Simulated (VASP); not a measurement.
```
CELL_PARAMETERS angstrom
      3.75697     0.00000     0.00000
     -1.87848     3.25363     0.00000
      0.00000     0.00000    24.07157
ATOMIC_POSITIONS crystal
  Si 0.66667 0.33333 0.34071
  Si 0.33333 0.66667 0.46814
  Si 0.00000 0.00000 0.40442
  Si 0.00000 0.00000 0.59558
  Si 0.66667 0.33333 0.53186
  Si 0.33333 0.66667 0.65929
  Co 0.33333 0.66667 0.37256
  Co 0.00000 0.00000 0.50000
  Co 0.66667 0.33333 0.62743
```

Calculation: r2SCAN meta-GGA, VASP's PBE PAW potentials (set 64) (plane waves; VASP). Run with PREC = Normal, EDIFF = 1E-5, 400 eV cut-off, 9×9×1 Γ-centred mesh, first-order Methfessel-Paxton smearing of 0.10 eV, potentials Si Co.

### Question
The ions are relaxed. Predict the relaxed structure.

### Answer

```
CELL_PARAMETERS angstrom
      3.75697     0.00000     0.00000
     -1.87848     3.25363     0.00000
      0.00000     0.00000    24.07157
ATOMIC_POSITIONS crystal
  Si 0.66667 0.33333 0.34277
  Si 0.33333 0.66667 0.46578
  Si 0.00000 0.00000 0.40448
  Si 0.00000 0.00000 0.59552
  Si 0.66667 0.33333 0.53422
  Si 0.33333 0.66667 0.65723
  Co 0.33333 0.66667 0.37067
  Co 0.00000 0.00000 0.50000
  Co 0.66667 0.33333 0.62933
```

### Question
How much energy does the relaxation gain?

### Answer
The energy (σ→0) changes by -7.6 meV/atom, in 7 ionic steps.

The cell is a thin slab with vacuum, built from CoSi2 (fluorite): (111) face. The run is not spin-polarised, so no magnetic state was tried.
